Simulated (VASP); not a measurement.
# SiF4 in VASP: further runs

Aim: see how the results for SiF4 move with the level of theory and the settings. Levels: r2SCAN, PBE+D3(BJ). Tasks: relaxation of the atoms.

All numbers are computed with VASP 6.6.1; they aren't measurements. Logs are shortened: lines on timing, memory, paths and dates and some standing lists are left out, and cuts for length are marked.

## Step 1: Starting point

The cell holds a molecule in a box, 5 atoms: a = 10.000 Å, b = 10.500 Å, c = 11.000 Å, α = 90.00°, β = 90.00°, γ = 90.00°.

## Step 2: Relaxation of the atoms, r2SCAN

INCAR reads:

```
ALGO = Normal
EDIFF = 1E-6
EDIFFG = -0.005
ENCUT = 520
IBRION = 2
ISIF = 2
ISMEAR = 0
LASPH = T
LCHARG = F
LMIXTAU = T
LREAL = F
LWAVE = F
METAGGA = R2SCAN
NELM = 60
NSW = 60
PREC = Accurate
SIGMA = 0.05
```

KPOINTS reads:

```
k-points
0
Gamma
  1 1 1
```

POSCAR reads:

```
SiF4
1.0
   10.0000000000      0.0000000000      0.0000000000
    0.0000000000     10.5000000000      0.0000000000
    0.0000000000      0.0000000000     11.0000000000
Si F
1 4
Direct
    0.5000000000      0.5000000000      0.5000000000
    0.5912806000      0.5869339048      0.5829823636
    0.4087194000      0.4130660952      0.5829823636
    0.4087194000      0.5869339048      0.4170176364
    0.5912806000      0.4130660952      0.4170176364
```

Potentials or basis: VASP PAW PBE potentials, release 64 (Si, F).

The run is started by

```
> cat potpaw_PBE.64/Si/POTCAR potpaw_PBE.64/F/POTCAR > POTCAR
> mpirun -np 1 vasp_std > vasp.out
```

OUTCAR:

```text
EDIFF = 1E-6
   EDIFFG = -0.005
   ENCUT = 520
   IBRION = 2
   ISIF = 2
   ISMEAR = 0
   LASPH = T
   LREAL = F
   METAGGA = R2SCAN
   NELM = 60
   NSW = 60
   PREC = Accurate

 ion  position               nearest neighbor table
   1  0.500  0.500  0.500-   2 1.58   3 1.58   4 1.58   5 1.58
   2  0.591  0.587  0.583-   1 1.58
   3  0.409  0.413  0.583-   1 1.58
   4  0.409  0.587  0.417-   1 1.58
   5  0.591  0.413  0.417-   1 1.58

  LATTYP: Found a simple orthorhombic cell.
 ALAT       =    10.0000000000
 B/A-ratio  =     1.0500000000
 C/A-ratio  =     1.1000000000

  Lattice vectors:

 A1 = (  10.0000000000,   0.0000000000,   0.0000000000)
 A2 = (   0.0000000000,  10.5000000000,   0.0000000000)
 A3 = (   0.0000000000,   0.0000000000,  11.0000000000)

Analysis of symmetry for initial positions (statically):
=====================================================================
 Subroutine PRICEL returns:
 Original cell was already a primitive cell.

 Routine SETGRP: Setting up the symmetry group for a
 simple orthorhombic supercell.

 Subroutine GETGRP returns: Found  4 space group operations
 (whereof  4 operations were pure point group operations)
 out of a pool of  8 trial point group operations.

The static configuration has the point symmetry D_2 .

Analysis of symmetry for dynamics (positions and initial velocities):
=====================================================================
 Subroutine PRICEL returns:
 Original cell was already a primitive cell.

 Routine SETGRP: Setting up the symmetry group for a
 simple orthorhombic supercell.

 Subroutine GETGRP returns: Found  4 space group operations
 (whereof  4 operations were pure point group operations)
 out of a pool of  8 trial point group operations.

The dynamic configuration has the point symmetry D_2 .

 Subroutine INISYM returns: Found  4 space group operations
 (whereof  4 operations are pure point group operations),
 and found     1 'primitive' translations

----------------------------------------------------------------------------------------

                                     Primitive cell

  volume of cell :    1155.0000

  direct lattice vectors                    reciprocal lattice vectors
    10.000000000  0.000000000  0.000000000     0.100000000  0.000000000  0.000000000
     0.000000000 10.500000000  0.000000000     0.000000000  0.095238095  0.000000000
     0.000000000  0.000000000 11.000000000     0.000000000  0.000000000  0.090909091

  length of vectors
    10.000000000 10.500000000 11.000000000     0.100000000  0.095238095  0.090909091

  position of ions in fractional coordinates (direct lattice)
     0.500000000  0.500000000  0.500000000
     0.591280600  0.586933905  0.582982364
     0.408719400  0.413066095  0.582982364
     0.408719400  0.586933905  0.417017636
     0.591280600  0.413066095  0.417017636

  ion indices of the primitive-cell ions
   primitive index   ion index
                 1           1
                 2           2
                 3           3
                 4           4
                 5           5

----------------------------------------------------------------------------------------

 KPOINTS: k-points

Automatic generation of k-mesh.
 Grid dimensions read from file:
 generate k-points for:    1    1    1

 Generating k-lattice:

  Cartesian coordinates                     Fractional coordinates (reciprocal lattice)
     0.100000000  0.000000000  0.000000000     1.000000000  0.000000000  0.000000000
     0.000000000  0.095238095  0.000000000     0.000000000  1.000000000  0.000000000
     0.000000000  0.000000000  0.090909091     0.000000000  0.000000000  1.000000000

  Length of vectors
     0.100000000  0.095238095  0.090909091

  Shift w.r.t. Gamma in fractional coordinates (k-lattice)
     0.000000000  0.000000000  0.000000000

 Subroutine IBZKPT returns following result:
 ===========================================

 Found      1 irreducible k-points:

 Following reciprocal coordinates:
            Coordinates               Weight
  0.000000  0.000000  0.000000      1.000000
   k-points           NKPTS =      1   k-points in BZ     NKDIM =      1   number of bands    NBANDS=     20
   number of dos      NEDOS =    301   number of ions     NIONS =      5
   total plane-waves  NPLWV = 537600
   dimension x,y,z NGX =    80 NGY =   80 NGZ =   84
   dimension x,y,z NGXF=   160 NGYF=  160 NGZF=  168
   ions per type =               1   4
   NGX,Y,Z   is equivalent  to a cutoff of  13.30, 12.67, 12.70 a.u.
   NGXF,Y,Z  is equivalent  to a cutoff of  26.60, 25.33, 25.39 a.u.
 SYSTEM =  unknown system
   PREC   = accura    normal or accurate (medium, high low for compatibility)
   ISTART =      0    job   : 0-new  1-cont  2-samecut
   ICHARG =      2    charge: 1-file 2-atom 10-const
   ISPIN  =      1    spin polarized calculation?
   LNONCOLLINEAR =      F non collinear calculations
   LSORBIT =      F    spin-orbit coupling
   LASPH  =      T    aspherical Exc in radial PAW
   ENCUT  =  520.0 eV  38.22 Ry    6.18 a.u.  18.59 19.52 20.45*2*pi/ulx,y,z
   NELM   =     60;   NELMIN=  2; NELMDL= -5     # of ELM steps
   EDIFF  = 0.1E-05   stopping-criterion for ELM
   LREAL  =      F    real-space projection
   EDIFFG = -.5E-02   stopping-criterion for IOM
   NSW    =     60    number of steps for IOM
   IBRION =      2    ionic relax: 0-MD 1-quasi-New 2-CG
   NFREE  =      1    steps in history (QN), initial steepest desc. (CG)
   ISIF   =      2    stress and relaxation
   ISYM   =      2    0-nonsym 1-usesym 2-fastsym
   POTIM  = 0.5000    time-step for ionic-motion
   TEBEG  =    0.0;   TEEND  =   0.0 temperature during run
   PSTRESS=    0.0 pullay stress
   NELECT =      32.0000    total number of electrons
   NUPDOWN=      -1.0000    fix difference up-down
   EMIN   =  10.00;   EMAX   =-10.00  energy-range for DOS
   EFERMI =   0.00;   METHOD = LEGACY
   ISMEAR =     0;   SIGMA  =   0.05  broadening in eV -4-tet -1-fermi 0-gaus
   EFERMI_NEDOS =   21; number of points for ismear=-14 and -15
   IALGO  =     38    algorithm
   IMIX   =      4    mixing-type and parameters
     AMIX     =   0.40;   BMIX     =  1.00
     AMIX_MAG =   1.60;   BMIX_MAG =  1.00
  volume/ion in A,a.u.               =     231.00      1558.86
  Fermi-wavevector in a.u.,A,eV,Ry     =   0.495371  0.936116  3.338771  0.245393
  Thomas-Fermi vector in A             =   1.500788
   LORBIT       =      0    0 simple, 1 ext, 2 COOP (PROOUT), +10 PAW based schemes
   METAGGA = R2SCAN    functional components
   LHFCALC =     F    Hartree Fock is set to
   AEXX    =    0.0000 exact exchange contribution
   IVDW    =     0    specifies the selected vdW correction
   LEPSILON=     F    determine dielectric tensor
   LRPA    =     F    only Hartree local field effects (RPA)
 conjugate gradient relaxation of ions
 non-spin polarized calculation
 Gauss-broadening in eV      SIGMA  =   0.05
  energy-cutoff  :      520.00
  volume of cell :     1155.00
 maximum number of plane-waves:     31095
 NGX is ok and might be reduce to    80
   NGX = 37   NGY = 39   NGZ = 41

--------------------------------------- Ionic step        1  -------------------------------------------

 number of electron      31.9999985 magnetization

 Free energy of the ion-electron system (eV)
  ---------------------------------------------------
  ext. energy  EPLUGINS =         0.00000000
  ---------------------------------------------------
  free energy    TOTEN  =       -37.51048021 eV

  energy without entropy =      -37.51048021  energy(sigma->0) =      -37.51048021

------------------------ aborting loop because EDIFF is reached ----------------------------------------

  FORCE on cell =-STRESS in cart. coord.  units (eV):
  Direction    XX          YY          ZZ          XY          YZ          ZX
  --------------------------------------------------------------------------------------
  -------------------------------------------------------------------------------------
  Total       -1.4430591     -1.4453057     -1.4471537      0.0000000      0.0000000      0.0000000
  in kB       -2.0017633     -2.0048797     -2.0074432      0.0000000      0.0000000      0.0000000
  external PRESSURE =      -2.0046954 kB  Pullay stress =       0.0000000 kB

 VOLUME and BASIS-vectors are now :
 -----------------------------------------------------------------------------
  energy-cutoff  :      520.00
  volume of cell :     1155.00
      direct lattice vectors                 reciprocal lattice vectors
    10.000000000  0.000000000  0.000000000     0.100000000  0.000000000  0.000000000
     0.000000000 10.500000000  0.000000000     0.000000000  0.095238095  0.000000000
     0.000000000  0.000000000 11.000000000     0.000000000  0.000000000  0.090909091
[... 40 lines left out ...]
 POSITION                                       TOTAL-FORCE (eV/Angst)
 -----------------------------------------------------------------------------------
      5.00000      5.25000      5.50000         0.000000      0.000000      0.000000
      5.89604      6.14592      6.39589         0.360701      0.372177      0.373025
      4.10396      4.35408      6.39589        -0.360701     -0.372177      0.373025
      4.10396      6.14592      4.60411        -0.360701      0.372177     -0.373025
      5.89604      4.35408      4.60411         0.360701     -0.372177     -0.373025
 -----------------------------------------------------------------------------------
    total drift:                                0.000000      0.000000     -0.000000

  FREE ENERGIE OF THE ION-ELECTRON SYSTEM (eV)
  ---------------------------------------------------
  free  energy   TOTEN  =       -37.5102428707 eV

  energy  without entropy=      -37.5102428707  energy(sigma->0) =      -37.51024287

--------------------------------------- Ionic step        3  -------------------------------------------

 number of electron      31.9999992 magnetization

 Free energy of the ion-electron system (eV)
  ---------------------------------------------------
  ext. energy  EPLUGINS =         0.00000000
  ---------------------------------------------------
  free energy    TOTEN  =       -37.52847902 eV

  energy without entropy =      -37.52847902  energy(sigma->0) =      -37.52847902

 E-fermi : -10.5037     XC(G=0):  -0.7246

 val. band max:      -10.7993772173   @ k =   0.0000   0.0000   0.0000
 cond. band min:      -0.3895843137   @ k =   0.0000   0.0000   0.0000
 fundamental gap:     10.4097929036
 Fermi energy:       -10.5036520759

 k-point     1 :       0.0000    0.0000    0.0000
  band No.  band energies     occupation
      1     -33.0486      2.00000
      2     -32.1317      2.00000
      3     -32.1315      2.00000
      4     -32.1315      2.00000
      5     -15.2489      2.00000
      6     -13.4113      2.00000
[... 12 lines left out ...]
     19       1.3051      0.00000
     20       1.3997      0.00000
[... 20 lines left out ...]
 POSITION                                       TOTAL-FORCE (eV/Angst)
 -----------------------------------------------------------------------------------
      5.00000      5.25000      5.50000         0.000000      0.000000      0.000000
      5.90435      6.15429      6.40427        -0.004569      0.000374      0.000414
      4.09565      4.34571      6.40427         0.004569     -0.000374      0.000414
      4.09565      6.15429      4.59573         0.004569      0.000374     -0.000414
      5.90435      4.34571      4.59573        -0.004569     -0.000374     -0.000414
 -----------------------------------------------------------------------------------
    total drift:                                0.000000      0.000000     -0.000000

  FREE ENERGIE OF THE ION-ELECTRON SYSTEM (eV)
  ---------------------------------------------------
  free  energy   TOTEN  =       -37.5284790236 eV

  energy  without entropy=      -37.5284790236  energy(sigma->0) =      -37.52847902

 reached required accuracy - stopping structural energy minimisation
```

Run time: 11 min. Hardware: 1 thread of Intel Xeon 6975P-C (Granite Rapids), shared host; peak memory 1.3 GiB.

Results:

| Quantity | Value |
| --- | --- |
| Free energy | -37.5285 eV |
| Energy gained by relaxing | 3.6 meV/atom |
| Ionic steps | 3 |
| Largest force after relaxing | 0.005 eV/Å |
| Gap between the frontier levels | 10.41 eV |

Forces on the atoms (eV/Å):
```
Si   0.000  0.000  0.000
F   -0.005  0.000  0.000
F    0.005  0.000  0.000
F    0.005  0.000  0.000
F   -0.005  0.000  0.000
```

The path:
| step | energy change (eV) | largest force (eV/Å) | pressure (GPa) |
| --- | --- | --- | --- |
| 1 | 0.0000 | 0.6052 | -0.20 |
| 2 | 0.0002 | 0.6386 | 0.16 |
| 3 | -0.0180 | 0.0046 | -0.03 |

Final structure:
```
Si F
1.0
    10.00000    0.00000    0.00000
     0.00000   10.50000    0.00000
     0.00000    0.00000   11.00000
Si F
1 4
Direct
  0.50000 0.50000 0.50000
  0.59044 0.58612 0.58221
  0.40957 0.41388 0.58221
  0.40957 0.58612 0.41779
  0.59044 0.41388 0.41779
```

Caveat: the PAW data sets were made with another functional, which shifts forces and pressure a little.

(Continued in part 2 of 2.)
